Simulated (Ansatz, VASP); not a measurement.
# NaGeN in VASP and in Ansatz

```
CELL_PARAMETERS angstrom
3.68002 0.00000 0.00000
0.00000 3.68002 0.00000
0.00000 0.00000 7.33251
ATOMIC_POSITIONS crystal
Na 0.00000 0.00000 0.75000
Na 0.00000 0.00000 0.25000
Ge 0.50000 0.50000 0.00000
Ge 0.50000 0.50000 0.50000
N 0.50000 0.00000 0.50000
N 0.00000 0.50000 0.00000
```

Change from the starting cell: species swapped into the CaNiN type (P4_2/mmc, No. 131).

Alike in both runs: task single point; functional PBE; k mesh 6 × 6 × 4; occupations gaussian, width 0.1 eV; no spin polarisation.

|  | VASP | Ansatz |
| --- | --- | --- |
| version | VASP 6.6.1 | Ansatz 0.2.0 |
| potentials or method | VASP PAW PBE potentials, release 64 (Na_pv, Ge_d, N) | scalar-relativistic, plane waves, PAW |
| plane-wave cutoff (eV) | 520 | 420 |
| valence electrons in the cell | 52 | 56 |

|  | VASP | Ansatz | Ansatz less VASP |
| --- | --- | --- | --- |
| gap on the k mesh at the Fermi level (eV) | none | none | - |
| pressure (GPa) | 4.8 | 5.0 | +0.17 |
| largest component of the traceless stress (GPa) | 5.48 | 5.62 | +0.140 |

A gap of «none» marks a metal or a gap that the smearing closes. The two sets of potentials don't hold the same shells in valence.
